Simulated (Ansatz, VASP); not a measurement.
Mg2Re in VASP and in Ansatz

The input INCAR:

```
SYSTEM = Mg2Re
PREC     = Accurate       ! precision mode
ENCUT    = 600            ! plane-wave cutoff, eV
EDIFF    = 1E-7           ! SCF threshold, eV
ISMEAR   = 0              ! smearing method
SIGMA    = 0.1            ! smearing width, eV
LREAL    = .False.        ! projectors in reciprocal space
LASPH    = .True.         ! aspherical terms in the spheres
NELM     = 100            ! most SCF steps
ALGO     = Normal         ! electronic algorithm
ISIF     = 3              ! what is computed and relaxed
LWAVE    = .False.        ! write WAVECAR
LCHARG   = .False.        ! write CHGCAR
GGA      = PE             ! functional
IBRION   = 2              ! ionic algorithm
NSW      = 90             ! ionic steps
EDIFFG   = -0.04          ! ionic threshold
```

KPOINTS

```
regular mesh
0
Gamma
  6 6 6
  0 0 0
```

The input POSCAR:

```
Mg2Re
1.0
   -2.0241907071      2.0241907071      3.3198809027
    2.0241907071     -2.0241907071      3.3198809027
    2.0241907071      2.0241907071     -3.3198809027
Mg Re
2 1
Direct
    0.5930000000      0.5930000000      0.0000000000
    0.4070000000      0.4070000000      0.0000000000
    0.0000000000      0.0000000000      0.0000000000
```

Input for Ansatz:

```yaml
crystal:
  lattice:
    - [-2.0241907071, 2.0241907071, 3.3198809027]
    - [2.0241907071, -2.0241907071, 3.3198809027]
    - [2.0241907071, 2.0241907071, -3.3198809027]
  atoms:
    - { symbol: Mg, position: [0.593, 0.593, 0.0] }
    - { symbol: Mg, position: [0.407, 0.407, 0.0] }
    - { symbol: Re, position: [0.0, 0.0, 0.0] }
basis:
  ecutwfc: 420
kpoints:
  mp_grid: { grid: [6, 6, 6] }
hamiltonian:
  xc: pbe
scf:
  occupations: { method: gaussian, width: 0.1 }
  lower_state_search: "off"
output:
  forces: true
  stress: true
  eigenvalues: true
relax:
  adjacent_minimum: "off"
  f_tol: 0.04
  max_steps: 70
  cell: { stress_tol: 0.4 }
```

Alike in both runs: task relaxation of cell and atoms; functional PBE; k mesh 6 × 6 × 6; occupations gaussian, width 0.1 eV; no spin polarisation.

|  | VASP | Ansatz |
| --- | --- | --- |
| version | VASP 6.6.1 | Ansatz 0.2.0 |
| potentials or method | VASP PAW PBE potentials, release 64 (Mg, Re) | scalar-relativistic, plane waves, PAW |
| plane-wave cutoff (eV) | 600 | 420 |
| valence electrons in the cell | 11 | 35 |

Ansatz gave:

* gap on the k mesh at the Fermi level, each at its own relaxed structure (eV): none
* relaxed volume (Å³/atom): 17.76
* relaxed cell length with the largest relative difference (Å): 7.207
* energy change over the relaxation (meV/atom): -5976

**Question.** Estimate VASP's values.

**Answer.** gap on the k mesh at the Fermi level, each at its own relaxed structure (eV): none; relaxed volume (Å³/atom): 17.26; relaxed cell length with the largest relative difference (Å): 6.938; energy change over the relaxation (meV/atom): -4934.

A gap of «none» marks a metal or a gap that the smearing closes. The two sets of potentials don't hold the same shells in valence.

Caveats: the k mesh is coarse (spacing up to 0.37 Å⁻¹), so the values aren't converged. Spin-orbit coupling is left out, which matters for the levels of Re.
